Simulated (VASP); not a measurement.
OSZICAR of a VASP run on HfO2 (fluorite):

OSZICAR:
```
       N       E                     dE             d eps       ncg     rms          rms(c)
DAV:   1     0.109290247148E+03    0.10929E+03   -0.14105E+04  1770   0.163E+03
DAV:   2    -0.325437859033E+02   -0.14183E+03   -0.13844E+03  2282   0.342E+02
DAV:   3    -0.368223220943E+02   -0.42785E+01   -0.42748E+01  2274   0.575E+01
DAV:   4    -0.368457546933E+02   -0.23433E-01   -0.23430E-01  2274   0.465E+00
DAV:   5    -0.368459615408E+02   -0.20685E-03   -0.20684E-03  2260   0.392E-01    0.463E+01
DAV:   6    -0.317291933631E+02    0.51168E+01   -0.27974E+01  1980   0.363E+01    0.415E+01
DAV:   7    -0.315832814255E+02    0.14591E+00   -0.83197E-01  2162   0.850E+00    0.280E+01
DAV:   8    -0.315391581805E+02    0.44123E-01   -0.26923E-01  2176   0.529E+00    0.566E+00
DAV:   9    -0.315262174431E+02    0.12941E-01   -0.46050E-02  2155   0.201E+00    0.181E+00
DAV:  10    -0.315260185205E+02    0.19892E-03   -0.42272E-03  2539   0.500E-01    0.282E-01
DAV:  11    -0.315259920849E+02    0.26436E-04   -0.23862E-04  2022   0.128E-01    0.193E-01
DAV:  12    -0.315259952682E+02   -0.31833E-05   -0.27091E-05  2367   0.413E-02    0.322E-02
DAV:  13    -0.315259955691E+02   -0.30093E-06   -0.19406E-06  2311   0.103E-02    0.133E-02
DAV:  14    -0.315259956182E+02   -0.49123E-07   -0.33301E-07  2042   0.439E-03
   1 F= -.31525996E+02 E0= -.31525996E+02  d E =-.315260E+02
```

Q: Which electronic solver shows in the log?

A: It is blocked Davidson (ALGO = Normal, or the opening steps of other solvers). The INCAR had ALGO = Normal.

Q: Can the final energy be trusted as converged?

A: The run converged. It stopped with EDIFF = 1E-7, NELM = 100, NSW = 30 and EDIFFG = -0.01 after 1 ionic step (PBEsol GGA, plane waves, VASP's PBE PAW potentials (set 64)).

The compound is HfO2 in the fluorite structure, the high-temperature cubic form, which is unstable at 0 K; the monoclinic form is the stable one. This cell was strained or had an atom moved on purpose.
